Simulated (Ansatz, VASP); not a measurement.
# Co (Cobalt): VASP beside Ansatz, part 2 of 2

One calculation is typed for both programs; each brings its own data sets. How far apart do they land? The structure shown comes from an earlier Ansatz run, which isn't shown and may have moved the atoms alone.

VASP 6.6.1 and Ansatz 0.2.0.

So far: Set-up; Ansatz: elastic constants, BLYP.

**3. VASP: elastic constants, BLYP**

Level of this step: BLYP, spin-polarised from a ferromagnetic start; plane waves and PAW (Co) (VASP).

The same cell, functional (in two slightly different forms), mesh and smearing now go to VASP, with its own data sets.

Lines of VASP's logs that name or quote its potential files are left out, and so is its time.

File INCAR:

```
SYSTEM = Co
PREC = Accurate
ENCUT = 600
EDIFF = 1E-08
NELM = 200
ISMEAR = 1
SIGMA = 0.25
LREAL = .FALSE.
ALGO = Normal
GGA = B5
ALDAX = 1
AGGAX = 1
AGGAC = 1
ALDAC = 0
NBANDS = 18
ISPIN = 2
MAGMOM = 1.67 1.67
LASPH = .TRUE.
LMAXMIX = 4
LORBIT = 11
LWAVE = .FALSE.
LCHARG = .FALSE.
ISIF = 3
IBRION = 6
NFREE = 2
POTIM = 0.015
NSW = 1
GGA_COMPAT = .FALSE.
KPAR = 2
```

File POSCAR:

```
Co
1.0
    2.5294318751      0.0000000000      0.0000000000
   -1.2647159376      2.1905522610      0.0000000000
    0.0000000000      0.0000000000      4.0898978467
Co
2
Direct
    0.3333333333      0.6666666667      0.2500000000
    0.6666666667      0.3333333333      0.7500000000
```

File KPOINTS:

```
Automatic mesh
0
Gamma
18 18 10
0 0 0
```

The projector-augmented-wave data sets are Co (PBE family, release 64).

Run with:

```sh
mpirun -np 2 vasp_std
```

Numbers of over 12 decimals in the logs are rounded to 6 here.

Output:

```text
[banner, memory and clock lines left out]
running    2 mpi-ranks, on    1 nodes
 distrk:  each k-point on    1 cores,    2 groups
 distr:  one band on    1 cores,    1 groups

 POSCAR found type information on POSCAR Co
 POSCAR found :  1 types and       2 ions
|                                                                             |
|               ----> ADVICE to this user running VASP <----                  |
|                                                                             |
|     You enforced a specific xc type in the INCAR file but a different       |
|     [... a line on the potential file left out ...]
|     I HOPE YOU KNOW WHAT YOU ARE DOING!                                     |
|                                                                             |

 LDA part: xc-table for (Slater(with rela. corr.)+VWN5), standard interpolation
 POSCAR, INCAR and KPOINTS ok, starting setup
 FFT: planning ... GRIDC
 FFT: planning ... GRID_SOFT
 FFT: planning ... GRID
 WAVECAR not read
 entering main loop
       N       E                     dE             d eps       ncg     rms          rms(c)
DAV:   1     0.918499710722E+02    0.91850E+02   -0.89252E+03 16392   0.146E+03
DAV:   2    -0.100606072900E+02   -0.10191E+03   -0.92722E+02 16010   0.240E+02
DAV:   3    -0.138862824132E+02   -0.38257E+01   -0.36851E+01 17690   0.600E+01
DAV:   4    -0.139462155236E+02   -0.59933E-01   -0.59892E-01 20710   0.629E+00
DAV:   5    -0.139474867627E+02   -0.12712E-02   -0.12712E-02 18552   0.835E-01    0.133E+01
DAV:   6    -0.126130507354E+02    0.13344E+01   -0.88322E+00 17116   0.601E+01    0.722E+00
DAV:   7    -0.121524323365E+02    0.46062E+00   -0.14815E+00 18102   0.233E+01    0.347E+00
DAV:   8    -0.121392914278E+02    0.13141E-01   -0.14771E-02 21096   0.108E+00    0.159E+00
DAV:   9    -0.121264117546E+02    0.12880E-01   -0.26886E-03 25050   0.921E-01    0.501E-01
DAV:  10    -0.121257642697E+02    0.64748E-03   -0.11131E-03 20462   0.445E-01    0.798E-02
DAV:  11    -0.121258359213E+02   -0.71652E-04   -0.10830E-04 20318   0.113E-01    0.306E-02
DAV:  12    -0.121258362644E+02   -0.34312E-06   -0.41766E-06 18616   0.209E-02    0.174E-02
DAV:  13    -0.121258376279E+02   -0.13635E-05   -0.30718E-06 21470   0.226E-02    0.854E-03
DAV:  14    -0.121258370686E+02    0.55931E-06   -0.44289E-07 18906   0.725E-03    0.125E-03
DAV:  15    -0.121258368364E+02    0.23224E-06   -0.24869E-08 19250   0.203E-03    0.116E-03
DAV:  16    -0.121258368639E+02   -0.27552E-07   -0.45749E-09  9504   0.922E-04    0.359E-04
DAV:  17    -0.121258368878E+02   -0.23872E-07   -0.74756E-10  8528   0.287E-04    0.667E-05
DAV:  18    -0.121258368906E+02   -0.27399E-08   -0.15478E-10  8410   0.131E-04
   1 F= -.12125837E+02 E0= -.12127077E+02  d E =0.372090E-02  mag=     3.1885
[... from here on, the cycles between the ionic steps are left out ...]
   2 F= -.12120484E+02 E0= -.12121629E+02  d E =0.343362E-02  mag=     3.2029
  10 F= -.12124544E+02 E0= -.12125790E+02  d E =0.373640E-02  mag=     3.1880
  11 F= -.12124544E+02 E0= -.12125790E+02  d E =0.373641E-02  mag=     3.1880
  12 F= -.12124543E+02 E0= -.12125788E+02  d E =0.373547E-02  mag=     3.1881
  13 F= -.12124543E+02 E0= -.12125788E+02  d E =0.373547E-02  mag=     3.1881
  14 F= -.12125622E+02 E0= -.12126862E+02  d E =0.372069E-02  mag=     3.1886
  15 F= -.12125622E+02 E0= -.12126862E+02  d E =0.372068E-02  mag=     3.1886
  16 F= -.12125342E+02 E0= -.12126579E+02  d E =0.371051E-02  mag=     3.1889
 Finite differences progress:
  Degree of freedom:   8/  8
  Displacement:        1/  2
  Total:              15/ 16
 bond charge predicted
       N       E                     dE             d eps       ncg     rms          rms(c)
DAV:   1    -0.121145869291E+02    0.10755E-01   -0.27533E+00 25120   0.990E+00    0.831E-01
DAV:   2    -0.121241397285E+02   -0.95528E-02   -0.48973E-02 27778   0.222E+00    0.415E-01
DAV:   3    -0.121255535169E+02   -0.14138E-02   -0.18681E-03 27282   0.336E-01    0.987E-02
DAV:   4    -0.121253577138E+02    0.19580E-03   -0.21853E-04 25972   0.116E-01    0.483E-02
DAV:   5    -0.121253413605E+02    0.16353E-04   -0.74811E-05 24878   0.594E-02    0.156E-02
DAV:   6    -0.121253421692E+02   -0.80871E-06   -0.56194E-06 26910   0.201E-02    0.389E-03
DAV:   7    -0.121253419929E+02    0.17636E-06   -0.69379E-07 27424   0.648E-03    0.196E-03
DAV:   8    -0.121253420523E+02   -0.59425E-07   -0.18159E-07 25178   0.346E-03    0.371E-04
DAV:   9    -0.121253420507E+02    0.16144E-08   -0.10151E-08 20474   0.919E-04
  17 F= -.12125342E+02 E0= -.12126579E+02  d E =0.371052E-02  mag=     3.1889
 Finite differences progress:
  Degree of freedom:   8/  8
  Displacement:        2/  2
  Total:              16/ 16
```

OUTCAR, selected parts (step 3):

```text
ion  position               nearest neighbor table
   1  0.333  0.667  0.250-   2 2.51   2 2.51   2 2.51   2 2.51   2 2.51   2 2.51
   2  0.667  0.333  0.750-   1 2.51   1 2.51   1 2.51   1 2.51   1 2.51   1 2.51

  LATTYP: Found a hexagonal cell.
 ALAT       =     2.5294318751
 C/A-ratio  =     1.6169235025

 Subroutine GETGRP returns: Found 24 space group operations
 (whereof 12 operations were pure point group operations)

The static configuration has the point symmetry D_3d.
 The point group associated with its full space group is D_6h.

 Found    222 irreducible k-points:

   k-points           NKPTS =    222   k-points in BZ     NKDIM =    222   number of bands    NBANDS=     18

   dimension x,y,z NGX =    20 NGY =   20 NGZ =   36
   dimension x,y,z NGXF=    40 NGYF=   40 NGZF=   72

   ENCUT  =  600.0 eV  44.10 Ry    6.64 a.u.   5.05  5.05  8.17*2*pi/ulx,y,z

   NELECT =      18.0000    total number of electrons

 k-points in reciprocal lattice and weights: Automatic mesh
   0.00000000  0.00000000  0.00000000       0.000
   0.05555556  0.00000000  0.00000000       0.002
   0.11111111  0.00000000  0.00000000       0.002
   0.16666667  0.00000000  0.00000000       0.002
   0.22222222  0.00000000  0.00000000       0.002
   0.27777778  0.00000000  0.00000000       0.002
   0.33333333  0.00000000  0.00000000       0.002
   0.38888889 -0.00000000  0.00000000       0.002
   0.44444444  0.00000000  0.00000000       0.002
[...]
16      31.3856      0.00000
    ...

 k-point     5 :       0.2222    0.0000    0.0000
  band No.  band energies     occupation
    ...
      7       8.1015      1.00000
      8       8.3187      1.00000
      9       8.3305      1.00000
     10       8.5235      1.00000
     11       9.4057      1.00022
     12      13.8909     -0.00000
     13      16.5707      0.00000
     14      23.5586      0.00000
     15      28.2060      0.00000
     16      30.6794      0.00000
    ...

 k-point     6 :       0.2778    0.0000    0.0000
  band No.  band energies     occupation
    ...
      7       7.9810      1.00000
      8       8.6307      1.00000
      9       8.6707      1.00000
     10       8.7963      1.00000
     11       9.4378      1.00043
     12      15.1063     -0.00000
     13      16.8239      0.00000
     14      21.2545      0.00000
     15      26.9983      0.00000
     16      28.8779      0.00000
    ...

 spin component 2
 k-point     1 :       0.0000    0.0000    0.0000
  band No.  band energies     occupation
    ...
      5       9.2055      1.00000
      6       9.5406      1.00269
      7       9.5406      1.00269
      8       9.9405      0.96021
      9       9.9405      0.96021
     10      10.2805      0.05515
     11      11.0928     -0.00000
     12      11.0928     -0.00000
     13      17.1364      0.00000
     14      31.8630      0.00000
    ...

 k-point     2 :       0.0556    0.0000    0.0000
  band No.  band energies     occupation
    ...
      6       9.5103      1.00163
      7       9.5866      1.00539
      8       9.7855      1.03422
      9       9.9059      0.99937
     10       9.9638      0.92339
     11      11.1082     -0.00000
     12      11.6315     -0.00000
     13      17.1468      0.00000
     14      31.1129      0.00000
     15      32.7303      0.00000
    ...

 k-point     3 :       0.1111    0.0000    0.0000
  band No.  band energies     occupation
    ...
      6       9.4120      1.00025
      7       9.5133      1.00172
      8       9.7161      1.02314
      9       9.8169      1.03532
     10       9.8688      1.02381
     11      11.1471     -0.00000
     12      12.5241     -0.00000
     13      17.1820      0.00000
     14      28.8932      0.00000
     15      31.4233      0.00000
    ...

 k-point     4 :       0.1667    0.0000    0.0000
  band No.  band energies     occupation
    ...
      6       9.6542      1.01273
      7       9.6726      1.01551
      8       9.7010      1.02038
      9       9.7593      1.03081
     10       9.9417      0.95851
     11      11.1950     -0.00000
     12      13.5310     -0.00000
     13      17.2534      0.00000
     14      26.4032      0.00000
     15      29.8957      0.00000
    ...

  Total       -0.0349237     -0.0349237     -0.0459515      0.0000000      0.0000000     -0.0000000
  in kB       -2.4691168     -2.4691168     -3.2487848      0.0000000      0.0000000     -0.0000000
  external PRESSURE =      -2.7290062 kB  Pullay stress =       0.0000000 kB

  energy-cutoff  :      600.00
  volume of cell :       22.66
      direct lattice vectors                 reciprocal lattice vectors
     2.529431875  0.000000000  0.000000000     0.395345694  0.228252943  0.000000000
    -1.264715938  2.190552261  0.000000000     0.000000000  0.456505886  0.000000000
     0.000000000  0.000000000  4.089897847     0.000000000  0.000000000  0.244504884

 POSITION                                       TOTAL-FORCE (eV/Angst)
 -----------------------------------------------------------------------------------
     -0.00000      1.46037      1.00747        -0.000000      0.000000      0.066270
      1.26472      0.73018      3.06742         0.000000     -0.000000     -0.066270
 -----------------------------------------------------------------------------------
    total drift:                                0.000000     -0.000000      0.000135

  FREE ENERGIE OF THE ION-ELECTRON SYSTEM (eV)
  ---------------------------------------------------
  free  energy   TOTEN  =       -12.1253420507 eV

  energy  without entropy=      -12.1290525668  energy(sigma->0) =      -12.12657889

  SYMMETRIZED ELASTIC MODULI (kBar)
 Direction    XX          YY          ZZ          XY          YZ          ZX
 --------------------------------------------------------------------------------
 XX        3220.7993   1364.1561   1084.6988     -0.0000      0.0000      0.0000
 YY        1364.1561   3220.7993   1084.6988     -0.0000      0.0000     -0.0000
 ZZ        1084.6988   1084.6988   3410.1948     -0.0000     -0.0000      0.0000
 XY          -0.0000     -0.0000     -0.0000    928.3216      0.0000     -0.0000
 YZ           0.0000     -0.0000     -0.0000      0.0000    812.5918     -0.0000
 ZX           0.0000      0.0000      0.0000      0.0000     -0.0000    812.5920
 --------------------------------------------------------------------------------

 Eigenvectors and eigenvalues of the dynamical matrix
 ----------------------------------------------------

   1 f  =    6.052752 THz    38.030562 2PiTHz  201.898071 cm-1    25.032159 meV
             X         Y         Z           dx          dy          dz
     -0.000000  1.460368  1.022474    -0.000000    0.000000   -0.707107
      1.264716  0.730184  3.067423     0.000000   -0.000000    0.707107

   2 f  =    3.983281 THz    25.027691 2PiTHz  132.867942 cm-1    16.473518 meV
             X         Y         Z           dx          dy          dz
     -0.000000  1.460368  1.022474     0.389931   -0.589876    0.000000
      1.264716  0.730184  3.067423    -0.389931    0.589876    0.000000

   3 f  =    3.983281 THz    25.027691 2PiTHz  132.867942 cm-1    16.473518 meV
             X         Y         Z           dx          dy          dz
     -0.000000  1.460368  1.022474     0.589876    0.389931   -0.000000
      1.264716  0.730184  3.067423    -0.589876   -0.389931   -0.000000

   4 f  =    0.000000 THz     0.000000 2PiTHz    0.000001 cm-1     0.000000 meV
             X         Y         Z           dx          dy          dz
     -0.000000  1.460368  1.022474    -0.192217    0.663620    0.150535
      1.264716  0.730184  3.067423    -0.192217    0.663620    0.150535

   5 f/i=    0.000000 THz     0.000000 2PiTHz    0.000002 cm-1     0.000000 meV
             X         Y         Z           dx          dy          dz
     -0.000000  1.460368  1.022474    -0.112194    0.123378   -0.687161
      1.264716  0.730184  3.067423    -0.112194    0.123378   -0.687161

   6 f/i=    0.000000 THz     0.000000 2PiTHz    0.000002 cm-1     0.000000 meV
             X         Y         Z           dx          dy          dz
     -0.000000  1.460368  1.022474     0.671167    0.210680   -0.071755
      1.264716  0.730184  3.067423     0.671167    0.210680   -0.071755

 ELASTIC MODULI CONTR FROM IONIC RELAXATION (kBar)
 Direction    XX          YY          ZZ          XY          YZ          ZX
 --------------------------------------------------------------------------------
 XX        -126.7009    126.7009     -0.0000      0.0000     -0.0000      0.0000
 YY         126.7009   -126.7009      0.0000      0.0000     -0.0000      0.0000
 ZZ          -0.0000      0.0000     -0.0000      0.0000     -0.0000      0.0000
 XY           0.0000      0.0000      0.0000   -126.7009     -0.0000      0.0000
 YZ          -0.0000     -0.0000     -0.0000     -0.0000     -0.0000      0.0000
 ZX           0.0000      0.0000      0.0000      0.0000      0.0000     -0.0000
 --------------------------------------------------------------------------------

 TOTAL ELASTIC MODULI (kBar)
 Direction    XX          YY          ZZ          XY          YZ          ZX
 --------------------------------------------------------------------------------
 XX        3094.0985   1490.8570   1084.6988     -0.0000      0.0000      0.0000
 YY        1490.8570   3094.0985   1084.6988     -0.0000     -0.0000     -0.0000
 ZZ        1084.6988   1084.6988   3410.1948     -0.0000     -0.0000      0.0000
 XY          -0.0000     -0.0000     -0.0000    801.6208     -0.0000     -0.0000
 YZ           0.0000     -0.0000     -0.0000     -0.0000    812.5918     -0.0000
 ZX           0.0000      0.0000      0.0000      0.0000     -0.0000    812.5920
 --------------------------------------------------------------------------------

 total charge
# of ion       s       p       d       tot
------------------------------------------
    1        0.467   0.466   7.291   8.224
    2        0.467   0.466   7.291   8.224
--------------------------------------------------
tot          0.934   0.932  14.582  16.449

 magnetization (x)
# of ion       s       p       d       tot
------------------------------------------
    1       -0.015  -0.049   1.682   1.618
    2       -0.015  -0.049   1.682   1.618
--------------------------------------------------
tot         -0.030  -0.098   3.364   3.236

[... 2 further parts left out ...]
```

The magnetic state follows from one typed start and may not be the lowest. The last energy, forces, stress and levels in OUTCAR belong to the last displaced cell, not to the cell of POSCAR.

Levels, forces or a CONTCAR printed for this step are those of its last displaced cell, not of the structure at rest.

**4. Side by side**

Known differences besides the potentials themselves: VASP starts from the moments at which Ansatz ended; the data sets hold 34 valence electrons in Ansatz (on its default PAW (the set named soft_2) files) and 18 in VASP; the cutoff is 420 eV in Ansatz and 600 eV in VASP; Ansatz makes its cores anew for this functional, VASP keeps those of its PBE data sets; VASP's log shows a relativistic correction to its local exchange, Ansatz's none; VASP takes each elastic constant from one size of strain, Ansatz from those that its log lists. Total energies have different zeros and are not compared.

Both answers:

```
 quantity  Ansatz   VASP  difference
C11 (GPa)   312.7  309.4     +1.05 %
C22 (GPa)   312.7  309.4     +1.05 %
C33 (GPa)   346.9  341.0     +1.71 %
C12 (GPa)   150.2  149.1     +0.72 %
C13 (GPa)   109.9  108.5     +1.35 %
C23 (GPa)   109.9  108.5     +1.35 %
C44 (GPa)    83.4   81.3     +2.63 %
C55 (GPa)    83.4   81.3     +2.63 %
C66 (GPa)    81.3   80.2     +1.36 %
```

**5. Outcome**

- difference in C44 (elastic constants, BLYP): 2.6 %

What this shows: The difference in C44 is 2.6 % (elastic constants, BLYP), within the 5 % picked in this series as the mark of a large difference. The data sets hold unlike numbers of valence electrons (34 in Ansatz and 18 in VASP), so part of the differences comes from the potentials. Such differences can come from data sets, numerical settings and the points named under the comparisons, not from the functional's error against experiment.

[Lines on the potential files, build, host, timing and source positions are cut from VASP's logs without a mark.]

[Logs are printed without paths, hosts, clocks, repeated set-up lines and the standing remarks that a program may print on its own settings, such as how far it seeks lower states.]

[Hosts, paths, dates, database ids (printed as entryN), source tags and the programs' standing remarks are cut or masked in the printed files.]
